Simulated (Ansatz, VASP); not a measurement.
# AlNi in two plane-wave programs, part 2 of 2

Wanted: the spread between two codes on one cell, functional and k mesh. The cell is taken from a series of runs on this material, whose earlier steps may have relaxed, scaled, displaced or heated it; both programs get it as it stands.

VASP 6.6.1 and Ansatz 0.2.0.

So far: The structure; VASP: zone-centre phonons, PBEsol, pair 1; Ansatz: zone-centre phonons, PBEsol, pair 1; Comparison.

## 5. VASP: zone-centre phonons, PBEsol, pair 2

Level of this step: PBEsol, no spin polarisation; plane waves and PAW (Al, Ni) (VASP).

Second derivatives magnify differences that forces hide, and they need a tight electronic threshold. The cell compared in this pair holds 22.50 Å³, against 22.03 Å³ for the pair before.

INCAR

```
SYSTEM = AlNi
PREC = Accurate
ENCUT = 600
EDIFF = 1E-08
NELM = 120
ISMEAR = 1
SIGMA = 0.2
LREAL = .FALSE.
ALGO = Normal
GGA = PS
NBANDS = 12
LASPH = .TRUE.
LORBIT = 11
LWAVE = .FALSE.
LCHARG = .FALSE.
ISIF = 2
IBRION = 8
GGA_COMPAT = .FALSE.
KPAR = 2
```

POSCAR

```
AlNi
1.0
    2.8230621964      0.0000000000      0.0000000000
    0.0000000000      2.8230621964      0.0000000000
    0.0000000000      0.0000000000      2.8230621964
Al Ni
1 1
Direct
    0.0000000000      0.0000000000      0.0000000000
    0.5000000000      0.5000000000      0.5000000000
```

KPOINTS

```
Automatic mesh
0
Gamma
16 16 16
0 0 0
```

The projector-augmented-wave data sets are Al and Ni (PBE family, release 64).

Launch:

```
> mpirun -np 2 vasp_std
```

Numbers of over 12 decimals in the logs are rounded to 6 here.

Output:

```text
[banner, memory and clock lines left out]
running    2 mpi-ranks, on    1 nodes
[...]
[... a notice as in an earlier step ...]

 LDA part: xc-table for (Slater+PW92), standard interpolation
 POSCAR, INCAR and KPOINTS ok, starting setup
[...]
entering main loop
       N       E                     dE             d eps       ncg     rms          rms(c)
DAV:   1     0.449284252826E+02    0.44928E+02   -0.61949E+03  4008   0.129E+03
DAV:   2    -0.114254702122E+02   -0.56354E+02   -0.51904E+02  4068   0.209E+02
DAV:   3    -0.132235195795E+02   -0.17980E+01   -0.17779E+01  4732   0.441E+01
DAV:   4    -0.132481958254E+02   -0.24676E-01   -0.24665E-01  4440   0.465E+00
[...]
DAV:  14    -0.115637698625E+02    0.28073E-07   -0.65357E-08  3284   0.328E-03    0.641E-04
DAV:  15    -0.115637698851E+02   -0.22506E-07   -0.52132E-09  2344   0.114E-03    0.169E-04
DAV:  16    -0.115637698916E+02   -0.65763E-08   -0.15123E-09  2224   0.333E-04
   1 F= -.11563770E+02 E0= -.11564109E+02  d E =0.101588E-02
[...]
RMM:  10    -0.567056794020E-02    0.25542E-07    0.39222E-11 16975   0.363E-05    0.842E-06
RMM:  11    -0.567058286596E-02   -0.14926E-07   -0.10135E-10 16899   0.149E-05    0.245E-06
RMM:  12    -0.567058048092E-02    0.23850E-08   -0.11701E-10 16648   0.591E-06    0.475E-07
 first order change of Fermi-energy  -0.96850E-04
 force on displaced ion       1 direction 1 :  -7.316  -0.000  -0.000
 Linear response progress:
  Degree of freedom:   2/  2
       N       E                     dE             d eps       ncg     rms          rms(c)
RMM:   1    -0.186367246533E+00   -0.18637E+00   -0.98267E-02 14284   0.267E+00
RMM:   2    -0.184934929181E+00    0.14323E-02   -0.17473E-03 14447   0.509E-01    0.136E-01
RMM:   3    -0.184923426732E+00    0.11502E-04   -0.12834E-04 15412   0.987E-02    0.808E-02
RMM:   4    -0.185366151126E+00   -0.44272E-03   -0.20465E-04 16502   0.113E-01    0.610E-03
[...]
RMM:   9    -0.185317809051E+00    0.44669E-06   -0.38451E-10 17548   0.185E-04    0.285E-05
RMM:  10    -0.185317454358E+00    0.35469E-06   -0.13731E-10 17317   0.712E-05    0.567E-06
RMM:  11    -0.185317457532E+00   -0.31732E-08   -0.27878E-10 18117   0.281E-05    0.152E-06
 first order change of Fermi-energy   0.25604E-02
 force on displaced ion       2 direction 1 :  -7.320  -0.000   0.000
 Linear response finished
```

OUTCAR, selected parts (step 5):

```text
  Total        1.1066879      1.1066879      1.1066879      0.0000000      0.0000000      0.0000000
  in kB       78.8087424     78.8087424     78.8087424      0.0000000      0.0000000      0.0000000
  external PRESSURE =      78.8087424 kB  Pullay stress =       0.0000000 kB

 POSITION                                       TOTAL-FORCE (eV/Angst)
 -----------------------------------------------------------------------------------
      0.00000      0.00000      0.00000         0.000000      0.000000      0.000000
      1.41153      1.41153      1.41153         0.000000      0.000000      0.000000
 -----------------------------------------------------------------------------------
    total drift:                                0.000000      0.000000     -0.000000

[... 1 part as in an earlier step ...]

[... 1 further part left out ...]
```

## 6. Ansatz: zone-centre phonons, PBEsol, pair 2

The same cell, functional, mesh and smearing now go to Ansatz, which takes its cutoff from its data sets.

The cell is taken from a series of runs on this material, whose earlier steps may have relaxed, scaled, displaced or heated it; both programs get it as it stands.

input.yaml

```yaml
crystal:
  lattice:
    - [2.8230621964, 0.0, 0.0]
    - [0.0, 2.8230621964, 0.0]
    - [0.0, 0.0, 2.8230621964]
  atoms:
    - { symbol: Al, position: [0.0, 0.0, 0.0] }
    - { symbol: Ni, position: [0.5, 0.5, 0.5] }
kpoints:
  mp_grid: { grid: [16, 16, 16] }
hamiltonian:
  xc: pbesol
  pseudopotentials: { kind: paw, azcp: { folder: soft_1 }, xc_functional: pbe }
scf:
  occupations: { method: methfessel_paxton, width: 0.2 }
output:
  eigenvalues: true
phonons:
  method: dfpt
```

Launch:

```
> ansatz run input.yaml --threads 4 --pin off --max-ram 10240MiB --backend cpu --events-out ev --progress --plain --runs-dir out
```

Output:

```text
[...]
Crystal: 2 atoms, lattice volume = 22.499 Å³
Basis set: ecut = 420 eV, 461 PW (Γ), exchange–correlation on 40×40×40 points (8 copies of the dense FFT grid, shifted against one another)
Bands: 15, of which v1, the nominal top of the filled ones, is band 11 counted from 1 (10 counted from 0)
Symmetry: 48 space group operations
k-points: 405 of 4096 (irreducible under 8 space group operations, time reversal used)
[...]
k-point 2: bands = [... 7 lower, 13.0150, 13.0150, 13.1595, 18.2880, 20.9250, 20.9250, 23.1175, 25.0810]
  k-point 404: bands = [... 7 lower, 13.7585, 13.7585, 16.6937, 16.6937, 16.6937, 19.0690, 19.5595, 19.5595]
[...]
ASR residual: 2.573e-5 → 0.000e0 eV/Å²; symmetrization residual: 1.591e-8 eV/Å²
  ASR residual per site (eV/Å²): 1.27e-5 2.57e-5
  Γ frequencies (cm⁻¹): 0.00 0.00 0.00 326.67 326.67 326.67
[...]
[key lines of the parts left out:]
SCF converged after 9 iterations
Free energy (F): -6330.852749 eV
Fermi energy:    14.799365 eV
```

## 7. Comparison

What differs besides the data sets and the points named for the pairs above, as far as they apply: the data sets hold 21 valence electrons in Ansatz (on its PAW soft_1 files) and 13 in VASP. Total energies have different zeros and are not compared.

Both answers:

| quantity | Ansatz | VASP | difference |
| --- | --- | --- | --- |
| optical mode 1 to 3 (cm⁻¹) | 326.7 | 328.1 | -0.44 % |

Modes are paired by rising frequency, not by their patterns, so a pair may set unlike modes beside each other; they are those without the splitting of longitudinal modes.

## 8. Outcome

| Property | Result |
| --- | --- |
| r.m.s. difference of the optical zone-centre modes, each program's sorted by frequency (zone-centre phonons, PBEsol, pair 1) | 1.4 cm⁻¹ |
| r.m.s. difference of the optical zone-centre modes, each program's sorted by frequency (zone-centre phonons, PBEsol, pair 2) | 1.4 cm⁻¹ |

In words: The r.m.s. difference of the optical zone-centre modes, each program's sorted by frequency is 1.4 cm⁻¹ (zone-centre phonons, PBEsol, pair 1). The data sets hold unlike numbers of valence electrons (21 in Ansatz and 13 in VASP), so part of the differences comes from the potentials. How closely two codes agree says nothing of how well the functional describes the real material.

[Lines on the potential files, build, host, timing and source positions are cut from VASP's logs without a mark.]

[Logs are printed without paths, hosts, clocks, repeated set-up lines and the standing remarks that a program may print on its own settings, such as how far it seeks lower states.]

[Hosts, paths, dates, database ids (printed as entryN), source tags and the programs' standing remarks are cut or masked in the printed files.]
